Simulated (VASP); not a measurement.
Output of a VASP run:

**OSZICAR**
```
       N       E                     dE             d eps       ncg     rms          rms(c)
DAV:   1     0.242846548246E+02    0.24285E+02   -0.78211E+03  2648   0.122E+03
DAV:   2    -0.207706348946E+02   -0.45055E+02   -0.42918E+02  3388   0.218E+02
DAV:   3    -0.224198952181E+02   -0.16493E+01   -0.16331E+01  3346   0.314E+01
DAV:   4    -0.224351659829E+02   -0.15271E-01   -0.15257E-01  3148   0.312E+00
DAV:   5    -0.224353623704E+02   -0.19639E-03   -0.19612E-03  3409   0.283E-01    0.477E+01
DAV:   6    -0.199495183879E+02    0.24858E+01   -0.23970E+01  2898   0.229E+01    0.391E+01
DAV:   7    -0.195828009290E+02    0.36672E+00   -0.27132E+00  2893   0.825E+00    0.255E+01
DAV:   8    -0.195512071925E+02    0.31594E-01   -0.36191E-01  3273   0.402E+00    0.569E+00
DAV:   9    -0.195335417185E+02    0.17665E-01   -0.62504E-02  3013   0.155E+00    0.657E-01
DAV:  10    -0.195336278658E+02   -0.86147E-04   -0.25280E-03  3206   0.438E-01    0.212E-01
DAV:  11    -0.195336045258E+02    0.23340E-04   -0.65384E-05  3068   0.686E-02    0.627E-02
DAV:  12    -0.195335926600E+02    0.11866E-04   -0.24226E-06  3384   0.115E-02    0.609E-02
DAV:  13    -0.195335967809E+02   -0.41209E-05   -0.31175E-07  2942   0.505E-03    0.369E-03
DAV:  14    -0.195335958781E+02    0.90277E-06   -0.14013E-08  1904   0.105E-03    0.426E-03
DAV:  15    -0.195335955960E+02    0.28211E-06   -0.51751E-09  1770   0.578E-04    0.373E-04
DAV:  16    -0.195335958321E+02   -0.23613E-06   -0.92527E-10  1719   0.257E-04    0.127E-04
DAV:  17    -0.195335958484E+02   -0.16223E-07   -0.73186E-11  1668   0.758E-05
   1 F= -.19533596E+02 E0= -.19533596E+02  d E =0.000000E+00
```

File OUTCAR:
```
------------------------ aborting loop because EDIFF is reached ----------------------------------------
  FORCE on cell =-STRESS in cart. coord.  units (eV):
  Direction    XX          YY          ZZ          XY          YZ          ZX
  --------------------------------------------------------------------------------------
  Total       -0.0165116     -0.0165116     -0.0165116      0.0000000     -0.0000000      0.0000000
  in kB       -1.1254650     -1.1254650     -1.1254650      0.0000000     -0.0000000      0.0000000
  external PRESSURE =      -1.1254650 kB  Pullay stress =       0.0000000 kB
  volume of cell :       23.51
      direct lattice vectors                 reciprocal lattice vectors
     2.864548078  0.000000000  0.000000000     0.349095205  0.000000000  0.000000000
     0.000000000  2.864548078  0.000000000     0.000000000  0.349095205  0.000000000
     0.000000000  0.000000000  2.864548078     0.000000000  0.000000000  0.349095205
 POSITION                                       TOTAL-FORCE (eV/Angst)
 -----------------------------------------------------------------------------------
      0.00000      0.00000      0.00000         0.000000      0.000000      0.000000
      1.43227      1.43227      1.43227         0.000000      0.000000      0.000000
 -----------------------------------------------------------------------------------
    total drift:                                0.000000      0.000000     -0.000000
  FREE ENERGIE OF THE ION-ELECTRON SYSTEM (eV)
  ---------------------------------------------------
  free  energy   TOTEN  =       -19.5335958484 eV

  energy  without entropy=      -19.5335958484  energy(sigma->0) =      -19.53359585

 total charge

# of ion       s       p       d       tot
------------------------------------------
    1        0.347   6.517   1.783   8.646
    2        0.873   1.420   0.000   2.292
--------------------------------------------------
tot          1.219   7.937   1.783  10.938
```
(Selected blocks of OUTCAR.)

File POSCAR:
```
HfC
1
    2.8645480782    -0.0000000000    -0.0000000000
   -0.0000000000     2.8645480782    -0.0000000000
   -0.0000000000    -0.0000000000     2.8645480782
Hf C
1 1
Direct
  0.0000000000   0.0000000000   0.0000000000
  0.5000000000   0.5000000000   0.5000000000
```

Q: Write an INCAR and KPOINTS that could have produced this output.

A: Several could match; the one computed here: the input of the run itself, PBEsol GGA, plane waves, VASP's PBE PAW potentials (set 64).

File KPOINTS:
```
Automatic mesh
0
Gamma
14 14 14
0 0 0
```

### INCAR
```
LREAL  =  F   ! projection in real space or not
LWAVE  =  F
ENCUT  =  520
NELM  =  100   ! most electronic steps
LASPH  =  T   ! aspherical one-centre terms
LMAXMIX  =  6   ! l cut-off of mixed one-centre charges
EDIFF  =  1E-7   ! SCF stop (eV)
ISIF  =  2
ALGO  =  Normal   ! blocked Davidson
SYSTEM  =  HfC
GGA  =  PS
LCHARG  =  T
ISMEAR  =  -5   ! tetrahedra, Bloechl
LORBIT  =  11   ! lm-projected
PREC  =  Accurate
NEDOS  =  601
```

POTCAR, in this order: Hf_pv C (PBE.64 set). Program: vasp_std.

For a metal the tetrahedron method with Blöchl corrections gives inexact stress and forces.

The structure was generated: HfC was put into the CsCl type type (Pm-3m), which need not be its known phase. It was relaxed first, which changed the volume by -32 %.
